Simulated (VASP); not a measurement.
Data:

```
Bi2Li3Pr
1.0
    4.70261     0.00000     0.00000
   -2.35130     4.07258     0.00000
    0.00000     0.00000     7.48792
Li Pr Bi
3 1 2
Direct
  0.33333   0.66667   0.64689
  0.66667   0.33333   0.35311
  0.00000   0.00000   0.50000
  0.00000   0.00000   0.00000
  0.33333   0.66667   0.25602
  0.66667   0.33333   0.74398
```

These are r2SCAN meta-GGA, VASP's PBE PAW potentials (set 64) (plane waves; VASP) values and carry that method's errors. Run with 520 eV cut-off, 7×7×4 Γ-centred mesh, first-order Methfessel-Paxton smearing of 0.10 eV, potentials Li_sv Pr_3 Bi_d.

The 4f electrons are frozen in the core of the lanthanide potential, so 4f levels, which can set the real gap, and their magnetism are missing. Unless said otherwise, spin-orbit coupling is left out, though it shifts the bands of the heavy elements here.

Question: Estimate the energy per atom (σ→0), band gap (on the k-mesh) with the smallest direct gap where there is one.

Answer: 
band gap (on the k-mesh): none (metal, semimetal or under 0.01 eV)
energy per atom (σ→0): -26.452 eV/atom

The structure comes from a measured Li3PrBi2 entry (P-3m1) of the Crystallography Open Database, whose conditions weren't checked. It was relaxed first. The start is the result of an earlier pass.
